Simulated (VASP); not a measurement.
## SiO2 (P3_121): a series in a change of volume

How do the elastic response and the band edges of SiO2 follow a change of volume?

Method: LDA; plane waves and PAW (Si, O), in the first sound run; inputs show where later runs differ, in VASP 6.6.1.

## (1) The starting structure

Symmetry: P3_121, No. 152, trigonal system. Conventional cell: a = 4.913 Å, b = 4.913 Å, c = 5.405 Å, α = 90.00°, β = 90.00°, γ = 120.00°. Si has 4 O at 1.61 Å nearest. O has 2 Si at 1.61 Å nearest. Farther neighbours and most contacts between anions are not listed.

Structure file:

```xyz
9
Lattice="4.9130 0.0000 0.0000 -2.4565 4.2548 0.0000 0.0000 0.0000 5.4050" Properties=species:S:1:pos:R:3 pbc="T T T"
Si    2.2845    0.0000    1.8017
Si   -1.1423    1.9785    3.6033
Si    1.3142    2.2763    0.0000
O     1.3707    1.1573    1.1513
O     3.2254    0.6084    2.9529
O     2.7734    2.4890    4.7546
O     0.3169    1.7657    4.2537
O    -1.0858    3.0975    2.4521
O     0.7689    3.6463    0.6504
```

## (2) Relax the crystal, LDA

The series starts from the cell that this level prefers, so that zero strain is near zero stress.

This step took 2 runs in a row; the last is shown.

Level: LDA; plane waves and PAW (Si, O).

INCAR

```
SYSTEM = SiO2
PREC = Accurate
ENCUT = 600
EDIFF = 1E-06
NELM = 120
ISMEAR = 0
SIGMA = 0.02
LREAL = .FALSE.
ALGO = Normal
GGA = CA
NBANDS = 33
LASPH = .TRUE.
LORBIT = 11
LWAVE = .FALSE.
LCHARG = .FALSE.
KPAR = 16
IBRION = 2
NSW = 40
ISIF = 3
EDIFFG = -0.005
POTIM = 0.4
```

POSCAR

```
SiO2
1.0
    4.8622049866      0.0000000000      0.0000000000
   -2.4311024933      4.2107930444      0.0000000000
    0.0000000000      0.0000000000      5.3616420132
Si O
3 6
Direct
    0.4636506785      0.0000000000      0.3333333330
    1.0000000000      0.4636506785      0.6666666670
    0.5363493215      0.5363493215      0.0000000000
    0.4110315597      0.2776446165      0.2221730358
    0.7223553835      0.1333869432      0.5555063688
    0.8666130568      0.5889684403      0.8888397028
    0.2776446165      0.4110315597      0.7778269642
    0.1333869432      0.7223553835      0.4444936312
    0.5889684403      0.8666130568      0.1111602972
```

KPOINTS

```
Automatic mesh
0
Gamma
7 7 6
0 0 0
```

Potentials, in the order of the species: Si and O (LDA family, release 64).

Command:

```
$ mpirun -np 16 vasp_std
```

Log:

```text
[banner, memory and clock lines left out]
running   16 mpi-ranks, on    1 nodes
[...]
|                                                                             |
|           W    W    AA    RRRRR   N    N  II  N    N   GGGG   !!!           |
|           W    W   A  A   R    R  NN   N  II  NN   N  G    G  !!!           |
|           W    W  A    A  R    R  N N  N  II  N N  N  G       !!!           |
|           W WW W  AAAAAA  RRRRR   N  N N  II  N  N N  G  GGG   !            |
|           WW  WW  A    A  R   R   N   NN  II  N   NN  G    G                |
|           W    W  A    A  R    R  N    N  II  N    N   GGGG   !!!           |
|                                                                             |
|     For optimal performance we recommend to set                             |
|       NCORE = 2 up to number-of-cores-per-socket                            |
|     NCORE specifies how many cores store one orbital (NPAR=cpu/NCORE).      |
|     This setting can greatly improve the performance of VASP for DFT.       |
[...]
1 F= -.77932951E+02 E0= -.77932951E+02  d E =-.779330E+02
[...]
N       E                     dE             d eps       ncg     rms          rms(c)
DAV:   1    -0.779330332923E+02   -0.82046E-04   -0.33231E-03  2923   0.384E-01    0.756E-02
DAV:   2    -0.779329542132E+02    0.79079E-04   -0.27589E-04  3288   0.997E-02    0.159E-02
DAV:   3    -0.779329520464E+02    0.21668E-05   -0.15893E-05  3158   0.216E-02    0.825E-03
DAV:   4    -0.779329512872E+02    0.75924E-06   -0.11247E-06  2086   0.658E-03
   2 F= -.77932951E+02 E0= -.77932951E+02  d E =0.270775E-07
 trial-energy change:    0.000000  1 .order   -0.000001   -0.000036    0.000034
 step:   0.5206(harm=  0.5206)  dis= 0.00011  next Energy=   -77.932961 (dE=-0.950E-05)
[...]
N       E                     dE             d eps       ncg     rms          rms(c)
DAV:   1    -0.779329788506E+02   -0.26804E-04   -0.77825E-04  2860   0.186E-01    0.369E-02
DAV:   2    -0.779329606719E+02    0.18179E-04   -0.63687E-05  3232   0.479E-02    0.804E-03
DAV:   3    -0.779329601552E+02    0.51671E-06   -0.36166E-06  2684   0.105E-02
   3 F= -.77932960E+02 E0= -.77932960E+02  d E =-.884096E-05
[...]
reached required accuracy - stopping structural energy minimisation
```

Wall time 24 s (16 MPI ranks of Intel Xeon 6975P-C (Granite Rapids), shared host); peak memory 5.3 GiB.

The logs omit lines about the potential files and the build; timing stands in the text.

From OUTCAR (step 2):

```text
  Total       -0.0140937     -0.0140937      0.0162667     -0.0000000      0.0000000      0.0000000
  in kB       -0.2056410     -0.2056410      0.2373471     -0.0000000      0.0000000      0.0000000
  external PRESSURE =      -0.0579783 kB  Pullay stress =       0.0000000 kB

 POSITION                                       TOTAL-FORCE (eV/Angst)
 -----------------------------------------------------------------------------------
      2.25460      0.00000      1.78747        -0.000729      0.000000     -0.000000
     -1.12730      1.95254      3.57494         0.000365     -0.000632      0.000000
      1.30399      2.25858     -0.00000         0.000365      0.000632      0.000000
      1.32354      1.16924      1.19140         0.000098     -0.000511      0.000155
      3.18823      0.56160      2.97887         0.000393      0.000340      0.000155
      2.78211      2.48029      4.76634        -0.000491      0.000170      0.000155
      0.35082      1.73084      4.17102        -0.000491     -0.000170     -0.000155
     -1.10775      3.04189      2.38354         0.000098      0.000511     -0.000155
      0.75694      3.64952      0.59607         0.000393     -0.000340     -0.000155
 -----------------------------------------------------------------------------------
    total drift:                                0.000003     -0.000001      0.000000

  FREE ENERGIE OF THE ION-ELECTRON SYSTEM (eV)
  ---------------------------------------------------
  free  energy   TOTEN  =       -77.9329601552 eV

  energy  without entropy=      -77.9329601552  energy(sigma->0) =      -77.93296016

 reached required accuracy - stopping structural energy minimisation

[... 3 further parts left out ...]
[key lines of the parts left out:]
E-fermi :   1.2461
```

This run gave:

- energy(sigma→0) of the program: -77.9330 eV
- stress, compression positive: xx, yy, zz -0.02, -0.02, 0.02 GPa
- volume: 109.806 Å³
- ionic steps: 3

## (3) Relax at fixed volume, LDA

One member in full: the volume is scaled by 0.96, and shape and atoms relax at that volume.

Level: LDA; plane waves and PAW (Si, O).

INCAR

```
SYSTEM = SiO2
PREC = Accurate
ENCUT = 600
EDIFF = 1E-07
NELM = 120
ISMEAR = 0
SIGMA = 0.02
LREAL = .FALSE.
ALGO = Normal
GGA = CA
NBANDS = 33
LASPH = .TRUE.
LORBIT = 11
LWAVE = .FALSE.
LCHARG = .FALSE.
KPAR = 8
IBRION = 2
NSW = 40
ISIF = 4
EDIFFG = -0.004
POTIM = 0.4
```

POSCAR

```
SiO2
1.0
    4.7968720450      0.0000000000      0.0000000000
   -2.3984360225      4.1542130571      0.0000000000
    0.0000000000      0.0000000000      5.2899406160
Si O
3 6
Direct
    0.4636626225      0.0000000000      0.3333333330
    0.0000000000      0.4636626225      0.6666666670
    0.5363373775      0.5363373775      0.0000000000
    0.4110155164      0.2776539379      0.2221758819
    0.7223460621      0.1333615785      0.5555092149
    0.8666384215      0.5889844836      0.8888425489
    0.2776539379      0.4110155164      0.7778241181
    0.1333615785      0.7223460621      0.4444907851
    0.5889844836      0.8666384215      0.1111574511
```

KPOINTS is that of step 2.

Command:

```
$ mpirun -np 8 vasp_std
```

Log:

```text
[banner, memory and clock lines left out]
running    8 mpi-ranks, on    1 nodes
[...]
[... a notice as in an earlier step ...]

 LDA part: xc-table for (Slater(with rela. corr.)+CA(PZ))
 , standard interpolation
 POSCAR, INCAR and KPOINTS ok, starting setup
[...]
entering main loop
       N       E                     dE             d eps       ncg     rms          rms(c)
DAV:   1     0.289573773669E+03    0.28957E+03   -0.27625E+04  2640   0.152E+03
DAV:   2    -0.693316979311E+02   -0.35891E+03   -0.34561E+03  3432   0.326E+02
DAV:   3    -0.877786457768E+02   -0.18447E+02   -0.18368E+02  3320   0.774E+01
DAV:   4    -0.879791637862E+02   -0.20052E+00   -0.20033E+00  3311   0.904E+00
[...]
DAV:  12    -0.778009855661E+02    0.79381E-07   -0.99697E-06  3271   0.190E-02    0.858E-03
DAV:  13    -0.778009857549E+02   -0.18880E-06   -0.16307E-06  3360   0.742E-03    0.210E-03
DAV:  14    -0.778009857774E+02   -0.22444E-07   -0.72572E-08  2302   0.174E-03
   1 F= -.77800986E+02 E0= -.77800986E+02  d E =-.778010E+02
[... from here on, the cycles between the ionic steps are left out ...]
   2 F= -.77851542E+02 E0= -.77851542E+02  d E =-.505559E-01
   3 F= -.77875954E+02 E0= -.77875954E+02  d E =-.749678E-01
   4 F= -.77885926E+02 E0= -.77885926E+02  d E =-.997286E-02
   5 F= -.77896818E+02 E0= -.77896818E+02  d E =-.208640E-01
   6 F= -.77885754E+02 E0= -.77885754E+02  d E =0.110636E-01
   7 F= -.77898116E+02 E0= -.77898116E+02  d E =-.129804E-02
   8 F= -.77898691E+02 E0= -.77898691E+02  d E =-.575594E-03
   9 F= -.77899018E+02 E0= -.77899018E+02  d E =-.902395E-03
  10 F= -.77899051E+02 E0= -.77899051E+02  d E =-.330793E-04
  11 F= -.77899053E+02 E0= -.77899053E+02  d E =-.346519E-04
  12 F= -.77899077E+02 E0= -.77899077E+02  d E =-.240177E-04
  13 F= -.77899101E+02 E0= -.77899101E+02  d E =-.480543E-04
[...]
reached required accuracy - stopping structural energy minimisation
```

It took 2.6 min on 8 MPI ranks; peak memory 2.5 GiB.

OUTCAR, selected parts (step 3):

```text
  Total        1.0522737      1.0522737      1.0141831      0.0000000      0.0000000      0.0000000
  in kB       15.9934297     15.9934298     15.4144929      0.0000000      0.0000000      0.0000000
  external PRESSURE =      15.8004508 kB  Pullay stress =       0.0000000 kB

 POSITION                                       TOTAL-FORCE (eV/Angst)
 -----------------------------------------------------------------------------------
      2.19070      0.00000      1.77056        -0.003859      0.000000      0.000000
     -1.09535      1.89720      3.54113         0.001929     -0.003342     -0.000000
      1.29817      2.24850     -0.00000         0.001929      0.003342     -0.000000
      1.26226      1.19082      1.21897         0.001904      0.000096     -0.002920
      3.12463      0.49774      2.98953        -0.001035      0.001601     -0.002920
      2.79367      2.45714      4.76009        -0.000869     -0.001697     -0.002920
      0.40015      1.68856      4.09272        -0.000869      0.001697      0.002920
     -1.13126      2.95488      2.32216         0.001904     -0.000096      0.002920
      0.73111      3.64796      0.55160        -0.001035     -0.001601      0.002920
 -----------------------------------------------------------------------------------
    total drift:                                0.000003     -0.000001      0.000000

  FREE ENERGIE OF THE ION-ELECTRON SYSTEM (eV)
  ---------------------------------------------------
  free  energy   TOTEN  =       -77.8991007106 eV

  energy  without entropy=      -77.8991007106  energy(sigma->0) =      -77.89910071

[... 2 parts as in an earlier step ...]

[... 2 further parts left out ...]
[key lines of the parts left out:]
E-fermi :   1.5386
```

Numbers from this step:

```
energy(sigma→0) of the program : -77.8991 eV
stress, compression positive   : xx, yy, zz 1.60, 1.60, 1.54 GPa
ionic steps                    : 13
```

[end of part 1 of 3]

[Lines on the potential files, build, host, timing and source positions are cut from VASP's logs without a mark.]

[Logs are printed without paths, hosts, clocks, repeated set-up lines and the standing remarks that a program may print on its own settings, such as how far it seeks lower states.]

[Hosts, paths, dates, database ids (printed as entryN), source tags and the programs' standing remarks are cut or masked in the printed files.]

[In band tables of VASP the shares of atoms and orbitals are scaled to a sum of 1 inside the atoms' spheres.]
